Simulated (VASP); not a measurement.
The input files of a VASP run:

### KPOINTS
```
Automatic mesh
0
Gamma
4 4 7
0 0 0
```

**INCAR**
```
ALGO  =  Normal
EDIFF  =  1E-6
EDIFFG  =  -0.02
ENCUT  =  400
GGA  =  PS
IBRION  =  2
ISIF  =  3
ISMEAR  =  0
LASPH  =  T
LCHARG  =  F
LMAXMIX  =  4
LREAL  =  F
LWAVE  =  F
NELM  =  100
NSW  =  60
PREC  =  Accurate
SIGMA  =  0.05
SYSTEM  =  Be4S3Se
```

POSCAR:
```
Be4S3Se
1
    0.0011105111     4.9181383957     4.9163922009
    4.9181383957     0.0011105111     4.9163922009
    2.4596244534     2.4596244534    -0.0000000000
Be Se S
4 1 3
Direct
  0.9923639525   0.9923639525   0.0152720950
  0.9958389996   0.5113890516   0.9927719487
  0.5113890516   0.9958389996   0.9927719487
  0.5003244898   0.5003244898   0.9993510205
  0.1251207250   0.1251207250   0.2497585500
  0.1248746899   0.6250102537   0.2501150564
  0.6250102537   0.1248746899   0.2501150564
  0.6250778379   0.6250778379   0.2498443242
```

POTCAR, in this order: Be Se S (PBE.64 set). Program: vasp_std.

### Question
Write an equivalent input for Quantum ESPRESSO's pw.x.

### Answer
One equivalent input (not run):
```
&CONTROL
  calculation = 'vc-relax'
  pseudo_dir = './pseudo'
  outdir = './out'
  tprnfor = .true.
  tstress = .true.
  nstep = 60
  forc_conv_thr = 0.00078
/
&SYSTEM
  ibrav = 0
  nat = 8
  ntyp = 3
  ecutwfc = 88
  occupations = 'smearing'
  smearing = 'gaussian'
  degauss = 0.003675
  input_dft = 'pbesol'
/
&ELECTRONS
  conv_thr = 7.3e-08
  electron_maxstep = 100
/
&IONS
/
&CELL
/
ATOMIC_SPECIES
  Be 9.012 Be.upf
  Se 78.971 Se.upf
  S 32.060 S.upf
CELL_PARAMETERS angstrom
     0.0011105    4.9181384    4.9163922
     4.9181384    0.0011105    4.9163922
     2.4596245    2.4596245   -0.0000000
ATOMIC_POSITIONS crystal
  Be   0.9923640  0.9923640  0.0152721
  Be   0.9958390  0.5113891  0.9927719
  Be   0.5113891  0.9958390  0.9927719
  Be   0.5003245  0.5003245  0.9993510
  Se   0.1251207  0.1251207  0.2497585
  S    0.1248747  0.6250103  0.2501151
  S    0.6250103  0.1248747  0.2501151
  S    0.6250778  0.6250778  0.2498443
K_POINTS automatic
  4 4 7 0 0 0
```
The two are equivalent in intent, not identical: the potentials are each code's own (VASP's PAW set, PseudoDojo norm-conserving files in pw.x), so ENCUT and ecutwfc are chosen apart and not converted; conv_thr bounds pw.x's estimated SCF error, while EDIFF bounds the energy change between steps; forc_conv_thr acts on force components and is met together with etot_conv_thr.

The structure was generated: Be4S3Se was put into an ordered model structure (Amm2), which need not be its known phase. This run relaxes it. Symmetry was kept, so distortions that lower it aren't found. The start is the result of an earlier pass.
